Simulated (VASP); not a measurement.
The system is MgO.

```xyz
2
Lattice="0.0000 2.1245 2.1245 2.1245 0.0000 2.1245 2.1245 2.1245 0.0000" Properties=species:S:1:pos:R:3 pbc="T T T"
Mg    0.0000    0.0000    0.0000
O     2.1245    2.1245    2.1245
```

- Program: VASP 6.6.1
- Task: relaxation of cell and atoms
- Functional: PBEsol
- Potentials or basis: VASP PAW PBE potentials, release 64 (Mg, O_s)
- Cutoff: 480 eV
- k mesh: 10 × 10 × 10
- Occupations: gaussian, width 0.02 eV
- Spin: no spin polarisation

At the start: pressure -4.3 GPa; volume 9.59 Å³/atom.

How do energy, volume and symmetry change on relaxing?

Over 3 steps the energy falls by 3.8 meV/atom and the volume is 9.32 Å³/atom (-2.8 %); space group Fm-3m (No. 225, to 0.05 Å).

The path:
| step | energy change (eV) | largest force (eV/Å) | pressure (GPa) | volume (Å³) |
| --- | --- | --- | --- | --- |
| 1 | 0.0000 | 0.0000 | -4.35 | 19.18 |
| 2 | -0.0067 | 0.0000 | 1.55 | 18.46 |
| 3 | -0.0075 | 0.0000 | 0.01 | 18.64 |

Final structure:
```yaml
crystal:
  lattice:
    - [0.00000, 2.10436, 2.10436]
    - [2.10436, 0.00000, 2.10436]
    - [2.10436, 2.10436, 0.00000]
  atoms:
    - { symbol: Mg, position: [0.00000, 0.00000, 0.00000] }
    - { symbol: O, position: [0.50000, 0.50000, 0.50000] }
```

Caveat: the PAW data sets were made with another functional, which shifts forces and pressure a little.
